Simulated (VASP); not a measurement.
Level of theory: LDA (Ceperley-Alder, Perdew-Zunger), VASP's LDA PAW potentials (set 64) (plane waves; VASP).

VASP input:

INCAR:
```
LCHARG=F
ALGO=Normal   ! blocked Davidson
SYSTEM=Au
SIGMA=0.1   ! width (eV)
ENCUT=500
PREC=Accurate
PSTRESS=300   ! kbar
EDIFFG=-0.02   ! ionic stop
LASPH=T
ISIF=3
LMAXMIX=6
NELM=100
EDIFF=1E-6
LWAVE=F
IBRION=2   ! conjugate gradients
ISMEAR=1
NSW=40
LREAL=F
```

**POSCAR**
```
Au
1
    0.0000000000     1.9515516886     1.9515516886
    1.9515516886     0.0000000000     1.9515516886
    1.9515516886     1.9515516886    -0.0000000000
Au
1
Direct
  0.0000000000   0.0000000000   0.0000000000
```

KPOINTS:
```
Automatic mesh
0
Gamma
  16 16 16
```

POTCAR, in this order: Au (LDA.64 set). Program: vasp_std.

Output

OSZICAR:
```
       N       E                     dE             d eps       ncg     rms          rms(c)
DAV:   1     0.422893558752E+02    0.42289E+02   -0.58248E+03  2834   0.107E+03
DAV:   2    -0.424911295115E+01   -0.46538E+02   -0.43990E+02  2688   0.206E+02
DAV:   3    -0.461058761946E+01   -0.36147E+00   -0.36110E+00  3099   0.192E+01
DAV:   4    -0.461142564662E+01   -0.83803E-03   -0.83801E-03  2927   0.953E-01
DAV:   5    -0.461143002180E+01   -0.43752E-05   -0.43744E-05  2935   0.669E-02    0.148E+01
DAV:   6    -0.433608339793E+01    0.27535E+00   -0.74409E-01  2660   0.868E+00    0.879E+00
DAV:   7    -0.430180867296E+01    0.34275E-01   -0.12114E-01  2756   0.339E+00    0.304E+00
DAV:   8    -0.429784458958E+01    0.39641E-02   -0.56209E-03  2772   0.894E-01    0.252E-01
DAV:   9    -0.429784922280E+01   -0.46332E-05   -0.14239E-05  2913   0.432E-02    0.150E-02
DAV:  10    -0.429785022472E+01   -0.10019E-05   -0.11648E-06  2616   0.950E-03    0.373E-03
DAV:  11    -0.429785022208E+01    0.26432E-08   -0.16697E-08  1334   0.141E-03
   1 F= -.15144168E+01 E0= -.15143558E+01  d E =-.151442E+01
```

OUTCAR:
```
------------------------ aborting loop because EDIFF is reached ----------------------------------------
  FORCE on cell =-STRESS in cart. coord.  units (eV):
  Direction    XX          YY          ZZ          XY          YZ          ZX
  --------------------------------------------------------------------------------------
  Total        2.7760733      2.7760733      2.7760733     -0.0000000     -0.0000000      0.0000000
  in kB      299.2067150    299.2067150    299.2067150     -0.0000000     -0.0000000      0.0000000
  external PRESSURE =      -0.7932850 kB  Pullay stress =     300.0000000 kB
  volume of cell :       14.87
      direct lattice vectors                 reciprocal lattice vectors
     0.000000000  1.951551689  1.951551689    -0.256206383  0.256206383  0.256206383
     1.951551689  0.000000000  1.951551689     0.256206383 -0.256206383  0.256206383
     1.951551689  1.951551689  0.000000000     0.256206383  0.256206383 -0.256206383
 POSITION                                       TOTAL-FORCE (eV/Angst)
 -----------------------------------------------------------------------------------
      0.00000      0.00000      0.00000        -0.000000     -0.000000     -0.000000
 -----------------------------------------------------------------------------------
    total drift:                                0.000000     -0.000000      0.000000
  FREE ENERGIE OF THE ION-ELECTRON SYSTEM (eV)
  ---------------------------------------------------
  free  energy   TOTEN  =        -4.2978502221 eV

  energy  without entropy=       -4.2976674707  energy(sigma->0) =       -4.29778930
  enthalpy is  TOTEN    =        -1.5144167640 eV   P V=        2.7834334580

 reached required accuracy - stopping structural energy minimisation
```
(Selected blocks of OUTCAR.)

### OUTCAR
```
 val. band max:       11.7881500175   @ k =   0.5000   0.2500   0.1250

 cond. band min:      11.8664432176   @ k =   0.5000   0.1875   0.0625


 Fermi energy:        11.8588196979

 k-point     1 :       0.0000    0.0000    0.0000
  band No.  band energies     occupation
      1       0.3278      2.00000
      2       6.2581      2.00000
      3       6.2581      2.00000
      4       6.2581      2.00000
      5       8.2101      2.00000
      6       8.2101      2.00000
      7      25.9651      0.00000
      8      30.7212      0.00000
      9      30.7212      0.00000

 k-point     2 :       0.0625    0.0000    0.0000
  band No.  band energies     occupation
      1       0.4829      2.00000
      2       6.1981      2.00000
      3       6.3164      2.00000
      4       6.3164      2.00000
      5       8.1802      2.00000
      6       8.1802      2.00000
      7      26.1862      0.00000
      8      29.8661      0.00000
      9      30.9433      0.00000

 k-point     3 :       0.1250    0.0000    0.0000
  band No.  band energies     occupation
      1       0.9302      2.00000
      2       6.0537      2.00000
      3       6.4624      2.00000
      4       6.4624      2.00000
      5       8.1260      2.00000
      6       8.1260      2.00000
      7      26.7465      0.00000
      8      28.1400      0.00000
      9      31.5793      0.00000

 k-point     4 :       0.1875    0.0000    0.0000
  band No.  band energies     occupation
      1       1.6015      2.00000
      2       5.9335      2.00000
      3       6.5986      2.00000
      4       6.5986      2.00000
      5       8.1566      2.00000
      6       8.1566      2.00000
      7      26.0373      0.00000
      8      27.4327      0.00000
      9      32.5147      0.00000

 k-point     5 :       0.2500    0.0000    0.0000
  band No.  band energies     occupation
      1       2.3305      2.00000
      2       6.0434      2.00000
      3       6.6058      2.00000
...
```

Unless said otherwise, spin-orbit coupling is left out, though it shifts the bands of the heavy elements here.

The compound is Au in the fcc structure. It was relaxed first under an external pressure of 30 GPa.
